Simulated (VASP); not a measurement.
Level of theory: PBEsol GGA, VASP's PBE PAW potentials (set 64) (plane waves; VASP 6.6.1).

VASP ran on this input.

INCAR:
```
ALGO = Normal
EDIFF = 1E-6
EDIFFG = -0.01
ENCUT = 480
GGA = PS
IBRION = 2
ISIF = 3
ISMEAR = 1
LASPH = .True.
LCHARG = .False.
LREAL = .False.
LWAVE = .False.
NELM = 100
NSW = 60
PREC = Accurate
SIGMA = 0.1
SYSTEM = Ca
```

### POSCAR
```
Ca
1
    0.0000000000     2.7281564496     2.7281564496
    2.7281564496    -0.0000000000     2.7281564496
    2.7281564496     2.7281564496    -0.0000000000
Ca
1
Direct
  0.0000000000   0.0000000000   0.0000000000
```

### KPOINTS
```
Automatic mesh
0
Gamma
10 10 10
0 0 0
```

POTCAR, in this order: Ca_sv (PBE.64 set). Program: vasp_std.

Question: What does the run give for the energy per atom (σ→0), band gap (on the k-mesh)?

Answer: 
| Quantity | Value |
|---|---|
| energy per atom (σ→0) | -205.9 kJ/mol of atoms |
| band gap (on the k-mesh) | none (metal, semimetal or under 0.01 eV) |

OSZICAR:
```
...
DAV:   4    -0.214483277275E+01   -0.41886E-01   -0.41901E-01  1250   0.504E+00
DAV:   5    -0.214558238201E+01   -0.74961E-03   -0.74935E-03  1363   0.428E-01    0.227E+00
DAV:   6    -0.213836363064E+01    0.72188E-02   -0.77499E-03  1087   0.123E+00    0.136E+00
DAV:   7    -0.213460403803E+01    0.37596E-02   -0.13934E-02   984   0.173E+00    0.924E-02
DAV:   8    -0.213446938054E+01    0.13466E-03   -0.11348E-03  1011   0.338E-01    0.180E-02
DAV:   9    -0.213447382740E+01   -0.44469E-05   -0.85287E-05  1283   0.833E-02    0.440E-03
DAV:  10    -0.213447403460E+01   -0.20719E-06   -0.53924E-06  1195   0.250E-02
   1 F= -.21344740E+01 E0= -.21343757E+01  d E =-.213447E+01
```

The compound is Ca in the fcc structure. It was relaxed first, which changed the volume by -7 %. The start is the result of an earlier pass.
